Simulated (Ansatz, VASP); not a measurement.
# HfC: VASP beside Ansatz

Wanted: the spread between two codes on one cell, functional and k mesh. The cell is taken from a series of runs on this material, whose earlier steps may have relaxed, scaled, displaced or heated it; both programs get it as it stands.

Calculated with Ansatz 0.2.0; plane waves, with VASP 6.6.1 beside it; LDA.

**1. The structure**

Symmetry: Immm, No. 71, orthorhombic system. The conventional cell has a = 3.224 Å, b = 3.266 Å, c = 4.566 Å, α = 90.00°, β = 90.00°, γ = 90.00°. Nearest to C lie 6 Hf at 2.28 to 2.29 Å. Nearest to Hf lie 6 C at 2.28 to 2.29 Å. Farther neighbours are not listed.

As a file:

```
C Hf
1.0
     0.01460    2.29464    2.28322
     2.29464    0.01460    2.28322
     2.30924    2.30924    0.00000
C Hf
1 1
Direct
  0.00000 0.00000 0.00000
  0.50000 0.50000 0.50000
```

**2. VASP: zone-centre phonons, LDA**

Second derivatives magnify differences that forces hide, and they need a tight electronic threshold.

Lines of VASP's logs that name or quote its potential files are left out, and so is its time.

The input, INCAR:

```
SYSTEM = HfC
PREC = Accurate
ENCUT = 600
EDIFF = 1E-08
NELM = 120
ISMEAR = 1
SIGMA = 0.2
LREAL = .FALSE.
ALGO = Normal
GGA = PW92
NBANDS = 13
LASPH = .TRUE.
LORBIT = 11
LWAVE = .FALSE.
LCHARG = .FALSE.
ISIF = 2
IBRION = 8
GGA_COMPAT = .FALSE.
KPAR = 2
```

The input, POSCAR:

```
HfC
1.0
    0.0145954969      2.2946408270      2.2832159635
    2.2946408270      0.0145954969      2.2832159635
    2.3092363239      2.3092363239      0.0000000000
C Hf
1 1
Direct
    0.0000000000      0.0000000000      0.0000000000
    0.5000000000      0.5000000000      0.5000000000
```

The input, KPOINTS:

```
Automatic mesh
0
Gamma
16 16 16
0 0 0
```

The projector-augmented-wave data sets are C and Hf_pv (LDA family, release 64).

Launch:

```console
$ mpirun -np 2 vasp_std
```

Numbers of over 12 decimals in the logs are rounded to 6 here.

The program printed:

```text
[banner, memory and clock lines left out]
running    2 mpi-ranks, on    1 nodes
 distrk:  each k-point on    1 cores,    2 groups
 distr:  one band on    1 cores,    1 groups

 POSCAR found type information on POSCAR C Hf
 POSCAR found :  2 types and       2 ions
|                                                                             |
|               ----> ADVICE to this user running VASP <----                  |
|                                                                             |
|     You enforced a specific xc type in the INCAR file but a different       |
|     [... a line on the potential file left out ...]
|     I HOPE YOU KNOW WHAT YOU ARE DOING!                                     |
|                                                                             |

 LDA part: xc-table for (Slater(with rela. corr.)+PW92), standard interpolation
 POSCAR, INCAR and KPOINTS ok, starting setup
 FFT: planning ... GRIDC
 FFT: planning ... GRID_SOFT
 FFT: planning ... GRID
 WAVECAR not read
 entering main loop
       N       E                     dE             d eps       ncg     rms          rms(c)
DAV:   1     0.234393134414E+02    0.23439E+02   -0.86102E+03 16178   0.119E+03
DAV:   2    -0.243414782769E+02   -0.47781E+02   -0.44924E+02 20343   0.221E+02
DAV:   3    -0.260299461085E+02   -0.16885E+01   -0.16779E+01 20211   0.296E+01
DAV:   4    -0.260394690349E+02   -0.95229E-02   -0.95059E-02 18102   0.265E+00
DAV:   5    -0.260395352624E+02   -0.66228E-04   -0.66226E-04 20446   0.203E-01    0.627E+01
DAV:   6    -0.229869256088E+02    0.30526E+01   -0.13890E+01 18636   0.197E+01    0.445E+01
DAV:   7    -0.229137970985E+02    0.73129E-01   -0.61113E-01 18826   0.550E+00    0.253E+01
DAV:   8    -0.228982512361E+02    0.15546E-01   -0.62669E-02 19726   0.193E+00    0.563E+00
DAV:   9    -0.228925998916E+02    0.56513E-02   -0.26369E-02 19326   0.864E-01    0.187E+00
DAV:  10    -0.228921399317E+02    0.45996E-03   -0.17610E-03 19482   0.307E-01    0.615E-02
DAV:  11    -0.228921391107E+02    0.82101E-06   -0.77148E-05 19291   0.785E-02    0.631E-02
DAV:  12    -0.228921388799E+02    0.23083E-06   -0.18378E-06 20465   0.113E-02    0.309E-02
DAV:  13    -0.228921386043E+02    0.27561E-06   -0.68206E-07 19496   0.454E-03    0.141E-03
DAV:  14    -0.228921386049E+02   -0.59254E-09   -0.23134E-08 18372   0.127E-03
   1 F= -.22892139E+02 E0= -.22891902E+02  d E =-.709502E-03
 Linear response reoptimize wavefunctions to high precision
DAV:   1    -0.228921386048E+02    0.84583E-10   -0.64297E-10 13736   0.226E-04
 Linear response DOF=           4
 Linear response progress:
  Degree of freedom:   1/  4
       N       E                     dE             d eps       ncg     rms          rms(c)
RMM:   1    -0.123570444910E+00   -0.12357E+00    0.19699E-02 63060   0.193E+00
RMM:   2    -0.118733251539E+00    0.48372E-02   -0.35738E-03 45765   0.365E-01    0.440E-01
RMM:   3    -0.119058897263E+00   -0.32565E-03   -0.72620E-04 41931   0.154E-01    0.227E-01
RMM:   4    -0.120014928049E+00   -0.95603E-03   -0.43975E-04 42544   0.116E-01    0.375E-02
RMM:   5    -0.120012514583E+00    0.24135E-05   -0.11307E-05 47371   0.247E-02    0.110E-02
RMM:   6    -0.120011554708E+00    0.95988E-06   -0.38876E-07 51111   0.415E-03    0.453E-03
RMM:   7    -0.119999962374E+00    0.11592E-04   -0.93737E-08 49881   0.208E-03    0.285E-03
RMM:   8    -0.120003107503E+00   -0.31451E-05   -0.10913E-08 52712   0.682E-04    0.266E-04
RMM:   9    -0.120002521864E+00    0.58564E-06    0.35566E-09 55524   0.127E-04    0.227E-04
RMM:  10    -0.120002529325E+00   -0.74607E-08   -0.17801E-09 56565   0.303E-05    0.107E-04
 first order change of Fermi-energy   0.68516E-04
 force on displaced ion       1 direction 1 :  -8.347  -0.260   0.000
 Linear response progress:
  Degree of freedom:   2/  4
       N       E                     dE             d eps       ncg     rms          rms(c)
RMM:   1    -0.123997723475E+00   -0.12400E+00    0.19466E-02 35417   0.195E+00
RMM:   2    -0.118969499724E+00    0.50282E-02   -0.37006E-03 25884   0.369E-01    0.466E-01
RMM:   3    -0.119294838650E+00   -0.32534E-03   -0.74921E-04 23639   0.156E-01    0.241E-01
RMM:   4    -0.120262937452E+00   -0.96810E-03   -0.44693E-04 23919   0.117E-01    0.388E-02
RMM:   5    -0.120259388100E+00    0.35494E-05   -0.11672E-05 26569   0.252E-02    0.114E-02
RMM:   6    -0.120258926580E+00    0.46152E-06   -0.39037E-07 28531   0.418E-03    0.461E-03
RMM:   7    -0.120246827154E+00    0.12099E-04   -0.99599E-08 27652   0.215E-03    0.288E-03
RMM:   8    -0.120250128276E+00   -0.33011E-05   -0.12435E-08 29440   0.693E-04    0.297E-04
RMM:   9    -0.120249527095E+00    0.60118E-06   -0.50096E-09 30886   0.128E-04    0.217E-04
RMM:  10    -0.120249523658E+00    0.34365E-08   -0.29436E-09 31304   0.331E-05    0.416E-05
 first order change of Fermi-energy   0.10444E-02
 force on displaced ion       1 direction 3 :   0.000   0.000  -8.960
 Linear response progress:
  Degree of freedom:   3/  4
       N       E                     dE             d eps       ncg     rms          rms(c)
RMM:   1    -0.212840881466E+00   -0.21284E+00    0.37271E+00 31644   0.118E+01
RMM:   2    -0.208539679131E+00    0.43012E-02   -0.30332E-02 44015   0.127E+00    0.547E-01
RMM:   3    -0.207893643371E+00    0.64604E-03   -0.95105E-04 55149   0.147E-01    0.218E-01
RMM:   4    -0.207441020203E+00    0.45262E-03   -0.76708E-05 59319   0.494E-02    0.138E-01
RMM:   5    -0.207034361470E+00    0.40666E-03   -0.29210E-05 59956   0.350E-02    0.137E-02
RMM:   6    -0.207028791011E+00    0.55705E-05   -0.23109E-06 60246   0.101E-02    0.595E-03
RMM:   7    -0.207039687083E+00   -0.10896E-04   -0.69371E-07 64623   0.245E-03    0.632E-03
RMM:   8    -0.207040825447E+00   -0.11384E-05   -0.35313E-06 64842   0.562E-04    0.123E-03
RMM:   9    -0.207041170893E+00   -0.34545E-06   -0.25309E-06 65763   0.277E-04    0.145E-04
RMM:  10    -0.207041492743E+00   -0.32185E-06   -0.15904E-06 64078   0.105E-04    0.771E-05
RMM:  11    -0.207041528529E+00   -0.35786E-07   -0.74708E-07 68880   0.439E-05    0.788E-05
RMM:  12    -0.207041551144E+00   -0.22615E-07   -0.38979E-07 64897   0.247E-05    0.163E-05
RMM:  13    -0.207041556398E+00   -0.52540E-08   -0.21020E-07 61793   0.176E-05    0.665E-06
RMM:  14    -0.207041556651E+00   -0.25317E-09   -0.12094E-07 52313   0.142E-05    0.118E-05
RMM:  15    -0.207041561145E+00   -0.44940E-08   -0.65960E-08 49919   0.127E-05    0.940E-07
 first order change of Fermi-energy  -0.58884E-05
 force on displaced ion       2 direction 1 :  -8.344  -0.261   0.000
 Linear response progress:
  Degree of freedom:   4/  4
       N       E                     dE             d eps       ncg     rms          rms(c)
RMM:   1    -0.212093342804E+00   -0.21209E+00    0.37771E+00 18106   0.118E+01
RMM:   2    -0.208039478093E+00    0.40539E-02   -0.30249E-02 24923   0.126E+00    0.564E-01
RMM:   3    -0.207371188824E+00    0.66829E-03   -0.96045E-04 30824   0.148E-01    0.231E-01
RMM:   4    -0.206901577172E+00    0.46961E-03   -0.80255E-05 33234   0.510E-02    0.142E-01
RMM:   5    -0.206494454975E+00    0.40712E-03   -0.29976E-05 33532   0.356E-02    0.144E-02
RMM:   6    -0.206489666843E+00    0.47881E-05   -0.27372E-06 33545   0.105E-02    0.661E-03
RMM:   7    -0.206499840400E+00   -0.10174E-04   -0.22385E-06 36180   0.250E-03    0.677E-03
RMM:   8    -0.206500925769E+00   -0.10854E-05   -0.51963E-06 36110   0.589E-04    0.158E-03
RMM:   9    -0.206501377837E+00   -0.45207E-06   -0.36789E-06 36518   0.291E-04    0.158E-04
RMM:  10    -0.206501704844E+00   -0.32701E-06   -0.21993E-06 35919   0.111E-04    0.904E-05
RMM:  11    -0.206501752830E+00   -0.47986E-07   -0.10568E-06 38679   0.476E-05    0.833E-05
RMM:  12    -0.206501777963E+00   -0.25133E-07   -0.57348E-07 36460   0.272E-05    0.242E-05
RMM:  13    -0.206501786885E+00   -0.89219E-08   -0.29248E-07 34346   0.195E-05    0.156E-06
RMM:  14    -0.206501786474E+00    0.41066E-09   -0.16781E-07 28309   0.158E-05    0.966E-06
RMM:  15    -0.206501789180E+00   -0.27062E-08   -0.85759E-08 26810   0.141E-05    0.442E-06
 first order change of Fermi-energy  -0.66970E-03
 force on displaced ion       2 direction 3 :   0.000   0.000  -8.956
 Linear response finished
```

OUTCAR, selected parts (step 2):

```text
ion  position               nearest neighbor table
   1  0.000  0.000  0.000-   2 2.28   2 2.28   2 2.29   2 2.29   2 2.29   2 2.29
   2  0.500  0.500  0.500-   1 2.28   1 2.28   1 2.29   1 2.29   1 2.29   1 2.29

  LATTYP: Found a body centered orthorhombic cell.
 ALAT       =     3.2244710287
 B/A-ratio  =     1.0128028129
 C/A-ratio  =     1.4161801692

 Subroutine GETGRP returns: Found  8 space group operations
 (whereof  8 operations were pure point group operations)

The static configuration has the point symmetry D_2h.

 Found    621 irreducible k-points:

   k-points           NKPTS =    621   k-points in BZ     NKDIM =    621   number of bands    NBANDS=     13

   dimension x,y,z NGX =    28 NGY =   28 NGZ =   28
   dimension x,y,z NGXF=    56 NGYF=   56 NGZF=   56

   ENCUT  =  600.0 eV  44.10 Ry    6.64 a.u.   6.47  6.47  6.52*2*pi/ulx,y,z

   NELECT =      14.0000    total number of electrons

 k-points in reciprocal lattice and weights: Automatic mesh
   0.00000000  0.00000000  0.00000000       0.000
   0.06250000 -0.00000000  0.00000000       0.001
   0.12500000 -0.00000000  0.00000000       0.001
   0.18750000 -0.00000000  0.00000000       0.001
   0.25000000 -0.00000000  0.00000000       0.001
   0.31250000  0.00000000  0.00000000       0.001
   0.37500000 -0.00000000  0.00000000       0.001
   0.43750000  0.00000000  0.00000000       0.001
   0.50000000 -0.00000000  0.00000000       0.000
[...]
0.25000000  0.25000000  0.50000000       0.000
  -0.25000000  0.25000000  0.50000000       0.000

 average (electrostatic) potential at core
       1 -51.5308       2 -35.1942

  Total       -0.3016735     -0.3016735      0.0382338     -0.3321542      0.0000000      0.0000000
  in kB      -20.1029069    -20.1029069      2.5478230    -22.1340818      0.0000000      0.0000000
  external PRESSURE =     -12.5526636 kB  Pullay stress =       0.0000000 kB

  energy-cutoff  :      600.00
  volume of cell :       24.04
      direct lattice vectors                 reciprocal lattice vectors
     0.014595497  2.294640827  2.283215964    -0.219293886  0.219293886  0.218989359
     2.294640827  0.014595497  2.283215964     0.219293886 -0.219293886  0.218989359
     2.309236324  2.309236324  0.000000000     0.216521798  0.216521798 -0.218989359

 POSITION                                       TOTAL-FORCE (eV/Angst)
 -----------------------------------------------------------------------------------
      0.00000      0.00000      0.00000         0.000000      0.000000      0.000000
      2.30924      2.30924      2.28322        -0.000000     -0.000000      0.000000
 -----------------------------------------------------------------------------------
    total drift:                                0.000000      0.000000      0.000000

 Eigenvectors and eigenvalues of the dynamical matrix
 ----------------------------------------------------

   1 f  =   13.949420 THz    87.646789 2PiTHz  465.302556 cm-1    57.690138 meV
             X         Y         Z           dx          dy          dz
      0.000000  0.000000  0.000000     0.000000    0.000000    0.967977
      2.309236  2.309236  2.283216     0.000000    0.000000   -0.251039

   2 f  =   13.671550 THz    85.900879 2PiTHz  456.033804 cm-1    56.540960 meV
             X         Y         Z           dx          dy          dz
      0.000000  0.000000  0.000000     0.684456    0.684456   -0.000000
      2.309236  2.309236  2.283216    -0.177538   -0.177538   -0.000000

   3 f  =   13.252572 THz    83.268363 2PiTHz  442.058206 cm-1    54.808208 meV
             X         Y         Z           dx          dy          dz
      0.000000  0.000000  0.000000     0.684464   -0.684464    0.000000
      2.309236  2.309236  2.283216    -0.177507    0.177507    0.000000

   4 f/i=    0.000274 THz     0.001723 2PiTHz    0.009145 cm-1     0.001134 meV
             X         Y         Z           dx          dy          dz
      0.000000  0.000000  0.000000    -0.177538   -0.177538   -0.000000
      2.309236  2.309236  2.283216    -0.684456   -0.684456   -0.000000

   5 f/i=    0.000826 THz     0.005188 2PiTHz    0.027542 cm-1     0.003415 meV
             X         Y         Z           dx          dy          dz
      0.000000  0.000000  0.000000     0.000000   -0.000000   -0.251039
      2.309236  2.309236  2.283216     0.000000   -0.000000   -0.967977

   6 f/i=    0.000880 THz     0.005532 2PiTHz    0.029367 cm-1     0.003641 meV
             X         Y         Z           dx          dy          dz
      0.000000  0.000000  0.000000    -0.177507    0.177507   -0.000000
      2.309236  2.309236  2.283216    -0.684464    0.684464   -0.000000

 ELASTIC MODULI CONTR FROM IONIC RELAXATION (kBar)
 Direction    XX          YY          ZZ          XY          YZ          ZX
 --------------------------------------------------------------------------------
 XX           0.0000      0.0000      0.0000      0.0000      0.0000      0.0000
 YY           0.0000      0.0000      0.0000      0.0000      0.0000      0.0000
 ZZ           0.0000      0.0000      0.0000      0.0000      0.0000      0.0000
 XY           0.0000      0.0000      0.0000      0.0000      0.0000      0.0000
 YZ           0.0000      0.0000      0.0000      0.0000      0.0000      0.0000
 ZX           0.0000      0.0000      0.0000      0.0000      0.0000      0.0000
 --------------------------------------------------------------------------------
```

(Continued in part 2 of 2.)

[Lines on the potential files, build, host, timing and source positions are cut from VASP's logs without a mark.]

[Logs are printed without paths, hosts, clocks, repeated set-up lines and the standing remarks that a program may print on its own settings, such as how far it seeks lower states.]

[Hosts, paths, dates, database ids (printed as entryN), source tags and the programs' standing remarks are cut or masked in the printed files.]
